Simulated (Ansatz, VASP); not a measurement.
# Cross-check of MgO (Periclase) between VASP and Ansatz, part 2 of 2

Aim: how closely do two programs agree when they are given the same cell, functional and k mesh? The cell is taken from a series of runs on this material, whose earlier steps may have relaxed, scaled, displaced or heated it; both programs get it as it stands.

VASP 6.6.1 and Ansatz 0.2.0.

So far: Set-up; Ansatz: zone-centre phonons, LDA.

## Step 3: VASP: zone-centre phonons, LDA

Level of this step: LDA; plane waves and PAW (Mg, O) (VASP).

The same cell, functional (in two slightly different forms) and mesh now go to VASP, with its own data sets.

Lines of VASP's logs that name or quote its potential files are left out, and so is its time.

The input, INCAR:

```
SYSTEM = MgO
PREC = Accurate
ENCUT = 600
EDIFF = 1E-08
NELM = 120
ISMEAR = 0
SIGMA = 0.01
LREAL = .FALSE.
ALGO = Normal
GGA = CA
NBANDS = 10
LORBIT = 11
LWAVE = .FALSE.
LCHARG = .FALSE.
ISIF = 2
IBRION = 8
LEPSILON = .TRUE.
LASPH = .TRUE.
GGA_COMPAT = .FALSE.
EFERMI = MIDGAP
KPAR = 2
```

The input, POSCAR:

```
MgO
1.0
    0.0000000000      2.1001812392      2.1001812392
    2.1001812392      0.0000000000      2.1001812392
    2.1001812392      2.1001812392      0.0000000000
Mg O
1 1
Direct
    0.0000000000      0.0000000000      0.0000000000
    0.5000000000      0.5000000000      0.5000000000
```

The input, KPOINTS:

```
Automatic mesh
0
Gamma
8 8 8
0 0 0
```

PAW data sets: Mg and O (LDA family, release 64).

The run is started by

```bash
> mpirun -np 2 vasp_std
```

Numbers of over 12 decimals in the logs are rounded to 6 here.

The program printed:

```text
[banner, memory and clock lines left out]
running    2 mpi-ranks, on    1 nodes
 distrk:  each k-point on    1 cores,    2 groups
 distr:  one band on    1 cores,    1 groups

 POSCAR found type information on POSCAR MgO
 POSCAR found :  2 types and       2 ions
 LDA part: xc-table for (Slater(with rela. corr.)+CA(PZ))
 , standard interpolation
 POSCAR, INCAR and KPOINTS ok, starting setup
 FFT: planning ... GRIDC
 FFT: planning ... GRID_SOFT
 FFT: planning ... GRID
 WAVECAR not read
 entering main loop
       N       E                     dE             d eps       ncg     rms          rms(c)
DAV:   1     0.196955596747E+02    0.19696E+02   -0.50804E+03   620   0.812E+02
DAV:   2    -0.141635395323E+02   -0.33859E+02   -0.33076E+02   678   0.153E+02
DAV:   3    -0.150038765118E+02   -0.84034E+00   -0.83941E+00   696   0.233E+01
DAV:   4    -0.150058058356E+02   -0.19293E-02   -0.19293E-02   650   0.123E+00
DAV:   5    -0.150058114091E+02   -0.55735E-05   -0.55734E-05   644   0.628E-02    0.704E+00
DAV:   6    -0.134998252902E+02    0.15060E+01   -0.90065E+00   586   0.177E+01    0.226E+00
DAV:   7    -0.134593445861E+02    0.40481E-01   -0.62077E-02   624   0.240E+00    0.128E+00
DAV:   8    -0.134351681639E+02    0.24176E-01   -0.30298E-02   590   0.193E+00    0.203E-01
DAV:   9    -0.134349467795E+02    0.22138E-03   -0.22174E-04   662   0.124E-01    0.136E-01
DAV:  10    -0.134348090823E+02    0.13770E-03   -0.32178E-04   606   0.170E-01    0.860E-03
DAV:  11    -0.134348081666E+02    0.91566E-06   -0.38346E-06   644   0.111E-02    0.324E-03
DAV:  12    -0.134348081575E+02    0.91166E-08   -0.21243E-07   640   0.325E-03    0.739E-04
DAV:  13    -0.134348081531E+02    0.44000E-08   -0.62810E-09   370   0.928E-04
   1 F= -.13434808E+02 E0= -.13434808E+02  d E =0.000000E+00
 Linear response reoptimize wavefunctions to high precision
DAV:   1    -0.134348081539E+02   -0.80763E-09   -0.18402E-10   370   0.143E-04
DAV:   2    -0.134348081539E+02   -0.14552E-10   -0.12488E-11   328   0.355E-05
 Linear response G [H, r] |phi>, progress :
  Direction:   1
       N       E                     dE             d eps       ncg     rms
RMM:   1    -0.324631852374E+02   -0.32463E+02    0.89873E+00  1273   0.500E+01
RMM:   2    -0.303841592474E+02    0.20790E+01   -0.61209E-01   921   0.647E+00
RMM:   3    -0.303862563681E+02   -0.20971E-02   -0.34494E-03   981   0.376E-01
RMM:   4    -0.303863120621E+02   -0.55694E-04   -0.36048E-05  1028   0.287E-02
RMM:   5    -0.303863128969E+02   -0.83471E-06   -0.14583E-06  1042   0.281E-03
RMM:   6    -0.303863129151E+02   -0.18228E-07   -0.13437E-06   952   0.799E-04
RMM:   7    -0.303863129275E+02   -0.12452E-07   -0.14527E-06   790   0.625E-04
RMM:   8    -0.303863129274E+02    0.91891E-10   -0.14475E-06   774   0.613E-04
RMM:   9    -0.303863129274E+02    0.22382E-10   -0.14304E-06   753   0.613E-04
RMM:  10    -0.303863129274E+02    0.42679E-10   -0.13655E-06   676   0.613E-04
 Linear response G [H, r] |phi>, progress :
  Direction:   2
       N       E                     dE             d eps       ncg     rms
RMM:   1    -0.304964887163E+02   -0.30496E+02    0.16460E+01  1271   0.496E+01
RMM:   2    -0.300904776103E+02    0.40601E+00   -0.68655E-01   924   0.688E+00
RMM:   3    -0.300933341987E+02   -0.28566E-02   -0.37018E-03   974   0.392E-01
RMM:   4    -0.300933937125E+02   -0.59514E-04   -0.36659E-05  1025   0.291E-02
RMM:   5    -0.300933945545E+02   -0.84204E-06   -0.28211E-07  1038   0.275E-03
RMM:   6    -0.300933945746E+02   -0.20095E-07   -0.18446E-07   948   0.658E-04
RMM:   7    -0.300933945632E+02    0.11454E-07   -0.54724E-08   784   0.480E-04
RMM:   8    -0.300933945632E+02    0.10587E-11   -0.53530E-08   765   0.468E-04
 Linear response G [H, r] |phi>, progress :
  Direction:   3
       N       E                     dE             d eps       ncg     rms
RMM:   1    -0.275377975064E+02   -0.27538E+02    0.55021E+01  1197   0.489E+01
RMM:   2    -0.255970235257E+02    0.19408E+01   -0.47962E-01   916   0.565E+00
RMM:   3    -0.255988349904E+02   -0.18115E-02   -0.28479E-03   951   0.327E-01
RMM:   4    -0.255988709733E+02   -0.35983E-04   -0.46524E-05   980   0.283E-02
RMM:   5    -0.255988713340E+02   -0.36068E-06   -0.80082E-07   981   0.283E-03
RMM:   6    -0.255988713366E+02   -0.25599E-08   -0.48642E-07   850   0.803E-04
RMM:   7    -0.255988713366E+02   -0.66656E-10   -0.48014E-07   714   0.628E-04
RMM:   8    -0.255988713366E+02    0.10871E-11   -0.48089E-07   660   0.616E-04
RMM:   9    -0.255988713366E+02    0.66080E-12   -0.48506E-07   630   0.615E-04
RMM:  10    -0.255988713382E+02   -0.15789E-08   -0.52253E-07   560   0.615E-04
 Linear response to external field (no local field effect), progress :
  Direction:   1
       N       E                     dE             d eps       ncg     rms          rms(c)
RMM:   1    -0.132223272288E+00   -0.13222E+00   -0.40896E-01  1277   0.178E+00
RMM:   2    -0.132375319398E+00   -0.15205E-03   -0.98710E-04   909   0.221E-01
RMM:   3    -0.132378711143E+00   -0.33917E-05   -0.22344E-06   941   0.109E-02
RMM:   4    -0.132378720416E+00   -0.92729E-08   -0.90233E-09   934   0.705E-04
 change of polarisation eV/A/(eV/A) component  1 :     0.265     0.085     0.025
 dielectric tensor                  component  1 :     3.586     0.834     0.247
[...]
Direction:   3
       N       E                     dE             d eps       ncg     rms          rms(c)
RMM:   1    -0.812076657514E-01   -0.81208E-01   -0.20738E-01  1214   0.137E+00
RMM:   2    -0.816620811699E-01   -0.45442E-03   -0.59385E-04   911   0.161E-01
RMM:   3    -0.816637520534E-01   -0.16709E-05   -0.14138E-06   934   0.787E-03
RMM:   4    -0.816637579100E-01   -0.58566E-08   -0.67626E-09   898   0.540E-04
 change of polarisation eV/A/(eV/A) component  3 :     0.025    -0.037     0.163
 dielectric tensor                  component  3 :     0.247    -0.364     2.595
 Linear response to external field, progress :
  Direction:   1
       N       E                     dE             d eps       ncg     rms          rms(c)
RMM:   1    -0.115406895802E+00   -0.11541E+00   -0.34517E-01  2512   0.163E+00
RMM:   2    -0.115569009077E+00   -0.16211E-03   -0.85423E-04  1840   0.197E-01    0.534E-01
RMM:   3    -0.112761025409E+00    0.28080E-02   -0.12298E-03  1824   0.267E-01    0.313E-01
RMM:   4    -0.116910467759E+00   -0.41494E-02   -0.21278E-03  1823   0.363E-01    0.253E-02
RMM:   5    -0.117263774571E+00   -0.35331E-03   -0.18778E-05  1926   0.393E-02    0.498E-03
RMM:   6    -0.117323072172E+00   -0.59298E-04   -0.10384E-07  1965   0.285E-03    0.195E-03
RMM:   7    -0.117331343582E+00   -0.82714E-05   -0.41758E-08  1908   0.161E-03    0.150E-04
RMM:   8    -0.117332286636E+00   -0.94305E-06   -0.11755E-09  1884   0.261E-04    0.438E-05
RMM:   9    -0.117332316279E+00   -0.29643E-07   -0.18896E-10  1213   0.476E-05    0.745E-06
 change of polarisation eV/A/(eV/A) component  1 :     0.219     0.055     0.017
 dielectric tensor                  component  1 :     3.141     0.539     0.167
 Linear response to external field, progress :
  Direction:   2
       N       E                     dE             d eps       ncg     rms          rms(c)
RMM:   1    -0.115198774512E+00   -0.11520E+00   -0.34309E-01  2516   0.164E+00
RMM:   2    -0.115569015278E+00   -0.37024E-03   -0.87458E-04  1840   0.202E-01    0.534E-01
RMM:   3    -0.112761072255E+00    0.28079E-02   -0.12308E-03  1824   0.267E-01    0.313E-01
RMM:   4    -0.116910590644E+00   -0.41495E-02   -0.21301E-03  1826   0.363E-01    0.253E-02
RMM:   5    -0.117263945606E+00   -0.35335E-03   -0.18793E-05  1929   0.393E-02    0.496E-03
RMM:   6    -0.117323164075E+00   -0.59218E-04   -0.10369E-07  1968   0.285E-03    0.195E-03
RMM:   7    -0.117331377334E+00   -0.82133E-05   -0.41976E-08  1908   0.161E-03    0.153E-04
RMM:   8    -0.117332342118E+00   -0.96478E-06   -0.12425E-09  1898   0.266E-04    0.447E-05
RMM:   9    -0.117332352104E+00   -0.99866E-08   -0.22134E-10  1223   0.479E-05    0.747E-06
 change of polarisation eV/A/(eV/A) component  2 :     0.045     0.219    -0.011
 dielectric tensor                  component  2 :     0.441     3.141    -0.110
 Linear response to external field, progress :
  Direction:   3
       N       E                     dE             d eps       ncg     rms          rms(c)
RMM:   1    -0.115203024727E+00   -0.11520E+00   -0.34314E-01  2505   0.164E+00
RMM:   2    -0.115568996862E+00   -0.36597E-03   -0.87477E-04  1838   0.202E-01    0.534E-01
RMM:   3    -0.112761062352E+00    0.28079E-02   -0.12316E-03  1824   0.267E-01    0.313E-01
RMM:   4    -0.116910576529E+00   -0.41495E-02   -0.21312E-03  1826   0.363E-01    0.253E-02
RMM:   5    -0.117264054051E+00   -0.35348E-03   -0.18863E-05  1930   0.393E-02    0.497E-03
RMM:   6    -0.117323115978E+00   -0.59062E-04   -0.10378E-07  1967   0.285E-03    0.195E-03
RMM:   7    -0.117331386667E+00   -0.82707E-05   -0.42044E-08  1911   0.161E-03    0.152E-04
RMM:   8    -0.117332342068E+00   -0.95540E-06   -0.12314E-09  1906   0.266E-04    0.446E-05
RMM:   9    -0.117332353457E+00   -0.11389E-07   -0.22377E-10  1224   0.478E-05    0.750E-06
 change of polarisation eV/A/(eV/A) component  3 :     0.005     0.025     0.219
 dielectric tensor                  component  3 :     0.049     0.241     3.141
 Linear response DOF=           2
 Linear response progress:
  Degree of freedom:   1/  2
       N       E                     dE             d eps       ncg     rms          rms(c)
RMM:   1    -0.208098729294E-02   -0.20810E-02    0.87870E-05  2418   0.508E-01
RMM:   2    -0.203511992599E-02    0.45867E-04   -0.13815E-04  1807   0.805E-02    0.344E-02
RMM:   3    -0.200908580130E-02    0.26034E-04   -0.15008E-05  1871   0.269E-02    0.179E-02
RMM:   4    -0.200743743908E-02    0.16484E-05   -0.12931E-05  1879   0.246E-02    0.330E-03
RMM:   5    -0.200747150985E-02   -0.34071E-07   -0.14332E-07  1871   0.292E-03    0.313E-04
RMM:   6    -0.200744831788E-02    0.23192E-07   -0.63703E-10  1867   0.208E-04    0.135E-04
RMM:   7    -0.200736662952E-02    0.81688E-07   -0.24680E-10  1921   0.127E-04    0.131E-05
RMM:   8    -0.200738086377E-02   -0.14234E-07   -0.21234E-11  1978   0.147E-05    0.279E-06
RMM:   9    -0.200737955180E-02    0.13120E-08   -0.18376E-11  1800   0.609E-06    0.460E-07
 first order change of Fermi-energy   0.47290E-04
 force on displaced ion       1 direction 1 :  -5.279   0.000   0.000
 Born effective charge ion    1 direction 1 :   1.965   0.000   0.000
 Linear response progress:
  Degree of freedom:   2/  2
       N       E                     dE             d eps       ncg     rms          rms(c)
RMM:   1    -0.348880272794E+00   -0.34888E+00    0.38476E-01  2105   0.425E+00
RMM:   2    -0.349529683981E+00   -0.64941E-03   -0.15879E-03  1842   0.325E-01    0.130E-01
RMM:   3    -0.350872651792E+00   -0.13430E-02   -0.35674E-04  1775   0.136E-01    0.694E-02
RMM:   4    -0.352915045669E+00   -0.20424E-02   -0.35945E-04  1676   0.140E-01    0.170E-02
RMM:   5    -0.352920332777E+00   -0.52871E-05   -0.46790E-06  1942   0.202E-02    0.139E-03
RMM:   6    -0.352918901062E+00    0.14317E-05   -0.34780E-08  2002   0.169E-03    0.800E-04
RMM:   7    -0.352914355328E+00    0.45457E-05   -0.45308E-09  1968   0.387E-04    0.509E-05
RMM:   8    -0.352914229392E+00    0.12594E-06   -0.32623E-09  2042   0.103E-04    0.164E-05
RMM:   9    -0.352914285104E+00   -0.55712E-07   -0.32629E-09  2057   0.673E-05    0.258E-06
RMM:  10    -0.352914279387E+00    0.57166E-08   -0.32661E-09  1585   0.576E-05    0.498E-07
 first order change of Fermi-energy   0.12045E-02
 force on displaced ion       2 direction 1 :  -5.296   0.000   0.000
 Born effective charge ion    2 direction 1 :  -1.965   0.000   0.000
 Born effective charges drift removed
 Linear response finished
```

From OUTCAR (step 3):

```text
ion  position               nearest neighbor table
   1  0.000  0.000  0.000-   2 2.10   2 2.10   2 2.10   2 2.10   2 2.10   2 2.10
   2  0.500  0.500  0.500-   1 2.10   1 2.10   1 2.10   1 2.10   1 2.10   1 2.10

  LATTYP: Found a face centered cubic cell.
 ALAT       =     4.2003624784

 Subroutine GETGRP returns: Found 48 space group operations
 (whereof 48 operations were pure point group operations)

The static configuration has the point symmetry O_h .

 Found     29 irreducible k-points:

   k-points           NKPTS =     29   k-points in BZ     NKDIM =     29   number of bands    NBANDS=     10

   dimension x,y,z NGX =    24 NGY =   24 NGZ =   24
   dimension x,y,z NGXF=    48 NGYF=   48 NGZF=   48

   ENCUT  =  600.0 eV  44.10 Ry    6.64 a.u.   5.93  5.93  5.93*2*pi/ulx,y,z

   NELECT =       8.0000    total number of electrons

 k-points in reciprocal lattice and weights: Automatic mesh
   0.00000000  0.00000000  0.00000000       0.002
   0.12500000  0.00000000  0.00000000       0.016
   0.25000000  0.00000000  0.00000000       0.016
   0.37500000  0.00000000  0.00000000       0.016
   0.50000000  0.00000000  0.00000000       0.008
   0.12500000  0.12500000  0.00000000       0.012
   0.25000000  0.12500000  0.00000000       0.047
   0.37500000  0.12500000  0.00000000       0.047
   0.50000000  0.12500000  0.00000000       0.047
[...]
-0.37500000  0.50000000  0.12500000       0.023
  -0.25000000  0.50000000  0.25000000       0.012

 average (electrostatic) potential at core
       1 -35.0379       2 -70.7023

  Total       -0.7782686     -0.7782686     -0.7782686      0.0000000     -0.0000000      0.0000000
  in kB      -67.3038277    -67.3038277    -67.3038277      0.0000000     -0.0000000      0.0000000
  external PRESSURE =     -67.3038277 kB  Pullay stress =       0.0000000 kB

  energy-cutoff  :      600.00
  volume of cell :       18.53
      direct lattice vectors                 reciprocal lattice vectors
     0.000000000  2.100181239  2.100181239    -0.238074691  0.238074691  0.238074691
     2.100181239  0.000000000  2.100181239     0.238074691 -0.238074691  0.238074691
     2.100181239  2.100181239  0.000000000     0.238074691  0.238074691 -0.238074691

 POSITION                                       TOTAL-FORCE (eV/Angst)
 -----------------------------------------------------------------------------------
      0.00000      0.00000      0.00000         0.000000     -0.000000     -0.000000
      2.10018      2.10018      2.10018        -0.000000      0.000000      0.000000
 -----------------------------------------------------------------------------------
    total drift:                               -0.000000     -0.000000      0.000000

 MACROSCOPIC STATIC DIELECTRIC TENSOR (including local field effects in DFT)
 ------------------------------------------------------
           3.140986    -0.000000    -0.000000
           0.000000     3.140986     0.000000
          -0.000000     0.000000     3.140986
 ------------------------------------------------------

 PIEZOELECTRIC TENSOR (including local field effects)  for field in x, y, z        (C/m^2)
          XX          YY          ZZ          XY          YZ          ZX
  --------------------------------------------------------------------------------
  x     0.00000     0.00000     0.00000     0.00000     0.00000     0.00000
  y     0.00000     0.00000     0.00000     0.00000     0.00000     0.00000
  z     0.00000     0.00000     0.00000     0.00000     0.00000     0.00000

 BORN EFFECTIVE CHARGES (including local field effects) (in |e|, cummulative output)
 ---------------------------------------------------------------------------------
 ion    1
    1     1.96506     0.00000    -0.00000
    2    -0.00000     1.96506    -0.00000
    3     0.00000    -0.00000     1.96506
 ion    2
    1    -1.96506    -0.00000     0.00000
    2     0.00000    -1.96506     0.00000
    3    -0.00000     0.00000    -1.96506

 Eigenvectors and eigenvalues of the dynamical matrix
 ----------------------------------------------------

   1 f  =   11.574829 THz    72.726795 2PiTHz  386.094735 cm-1    47.869625 meV
             X         Y         Z           dx          dy          dz
      0.000000  0.000000  0.000000    -0.599732    0.191227    0.000000
      2.100181  2.100181  2.100181     0.740294   -0.236046    0.000000

   2 f  =   11.574829 THz    72.726795 2PiTHz  386.094735 cm-1    47.869625 meV
             X         Y         Z           dx          dy          dz
      0.000000  0.000000  0.000000     0.191227    0.599732    0.000000
      2.100181  2.100181  2.100181    -0.236046   -0.740294    0.000000

   3 f  =   11.574829 THz    72.726795 2PiTHz  386.094735 cm-1    47.869625 meV
             X         Y         Z           dx          dy          dz
      0.000000  0.000000  0.000000     0.000000    0.000000   -0.629481
      2.100181  2.100181  2.100181     0.000000    0.000000    0.777016

   4 f/i=    0.008593 THz     0.053992 2PiTHz    0.286636 cm-1     0.035538 meV
             X         Y         Z           dx          dy          dz
      0.000000  0.000000  0.000000    -0.613643   -0.476650    0.000000
      2.100181  2.100181  2.100181    -0.497129   -0.386147    0.000000

   5 f/i=    0.008593 THz     0.053992 2PiTHz    0.286636 cm-1     0.035538 meV
             X         Y         Z           dx          dy          dz
      0.000000  0.000000  0.000000    -0.476650    0.613643    0.000000
      2.100181  2.100181  2.100181    -0.386147    0.497129    0.000000

   6 f/i=    0.008593 THz     0.053992 2PiTHz    0.286636 cm-1     0.035538 meV
             X         Y         Z           dx          dy          dz
      0.000000  0.000000  0.000000     0.000000    0.000000    0.777016
      2.100181  2.100181  2.100181     0.000000    0.000000    0.629481

 MACROSCOPIC STATIC DIELECTRIC TENSOR IONIC CONTRIBUTION
 ------------------------------------------------------
           7.132916     0.000000     0.000000
           0.000000     7.132916    -0.000000
           0.000000    -0.000000     7.132916
 ------------------------------------------------------

 ELASTIC MODULI CONTR FROM IONIC RELAXATION (kBar)
 Direction    XX          YY          ZZ          XY          YZ          ZX
 --------------------------------------------------------------------------------
 XX           0.0000      0.0000      0.0000      0.0000      0.0000      0.0000
 YY           0.0000      0.0000      0.0000      0.0000      0.0000      0.0000
 ZZ           0.0000      0.0000      0.0000      0.0000      0.0000      0.0000
 XY           0.0000      0.0000      0.0000      0.0000      0.0000      0.0000
 YZ           0.0000      0.0000      0.0000      0.0000      0.0000      0.0000
 ZX           0.0000      0.0000      0.0000      0.0000      0.0000      0.0000
 --------------------------------------------------------------------------------

 PIEZOELECTRIC TENSOR IONIC CONTR  for field in x, y, z        (C/m^2)
          XX          YY          ZZ          XY          YZ          ZX
  --------------------------------------------------------------------------------
  x     0.00000     0.00000     0.00000     0.00000     0.00000     0.00000
  y     0.00000     0.00000     0.00000     0.00000     0.00000     0.00000
  z     0.00000     0.00000     0.00000     0.00000     0.00000     0.00000
```

## Step 4: Comparison

Known differences besides the potentials themselves: the two LDA forms differ slightly; fixed occupations in Ansatz, narrow Gaussian smearing in VASP; VASP's run holds the zone centre alone; VASP's response is taken on the typed mesh, Ansatz refines its own for the field response alone; the data sets hold 16 valence electrons in Ansatz (on its default PAW (the set named soft_2) files) and 8 in VASP; the cutoff is 420 eV in Ansatz and 600 eV in VASP; VASP's log shows a relativistic correction to its local exchange, Ansatz's none. Total energies have different zeros and are not compared.

Compared:

| quantity | Ansatz | VASP | difference |
| --- | --- | --- | --- |
| ε∞ xx | 3.22 | 3.14 | +2.39 % |
| ε∞ yy | 3.22 | 3.14 | +2.39 % |
| ε∞ zz | 3.22 | 3.14 | +2.39 % |
| Born charge of Mg1 (mean of the diagonal) (e) | 1.98 | 1.97 | +0.01 |
| Born charge of O2 (mean of the diagonal) (e) | -1.98 | -1.97 | -0.01 |
| optical mode 1 to 3 (cm⁻¹) | 380.3 | 386.1 | -1.51 % |

Modes are paired by rising frequency, not by their patterns, so a pair may set unlike modes beside each other; they are those without the splitting of longitudinal modes.

## Step 5: What came out

```yaml
r_m_s_difference_of_the_optical_zone_centre_modes_each_program_s_sorted_by_frequency_zone_centre_phonons_lda: 5.8 cm⁻¹
difference_in_eps_infinity_xx_zone_centre_phonons_lda: +2.4 %
```

**Reading.** The r.m.s. difference of the optical zone-centre modes, each program's sorted by frequency is 5.8 cm⁻¹ (zone-centre phonons, LDA). The data sets hold unlike numbers of valence electrons (16 in Ansatz and 8 in VASP), so part of the differences comes from the potentials. Among the rows given in per cent, the largest difference of the zone-centre phonons, LDA pair is in ε∞ xx, +2.4 %. How closely two codes agree says nothing of how well the functional describes the real material.

[Lines on the potential files, build, host, timing and source positions are cut from VASP's logs without a mark.]

[Logs are printed without paths, hosts, clocks, repeated set-up lines and the standing remarks that a program may print on its own settings, such as how far it seeks lower states.]

[Hosts, paths, dates, database ids (printed as entryN), source tags and the programs' standing remarks are cut or masked in the printed files.]
